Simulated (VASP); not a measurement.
A convergence study with VASP on PbS (rock salt): one setting is varied, all else stays as given below, so the limit is that of these other settings. ε∞ is the independent-particle value.

```
PbS
1.0
    0.00000     2.97000     2.97000
    2.97000     0.00000     2.97000
    2.97000     2.97000     0.00000
Pb S
1 1
Cartesian
  0.00000   0.00000   0.00000
  2.97000   2.97000   2.97000
```

These are PBEsol GGA, VASP's PBE PAW potentials (set 64) (plane waves; VASP) values and carry that method's errors. The tightest run used: 550 eV cut-off, 7×7×7 Γ-centred mesh, Gaussian smearing of 0.050 eV, potentials Pb_d S.

| setting | mean ε∞ | bands |
|---|---|---|
| NBANDS = 11 | 11.25 | 11 |
| NBANDS = 12 | 15.13 | 12 |
| NBANDS = 14 | 16.46 | 14 |

Task: These are the cheaper rows. Estimate the results at NBANDS = 138, and how far the last row shown lies from them.

Result: 
```json
[
 {"quantity": "mean ε∞", "tightest run": "16.93", "last row shown is off by": "-0.47"}
]
```

Left out are rungs that failed or repeat a setting and relaxations that didn't move; long series are thinned to 24 rows.

The compound is PbS in the rock salt structure. The cell was not relaxed at this level.
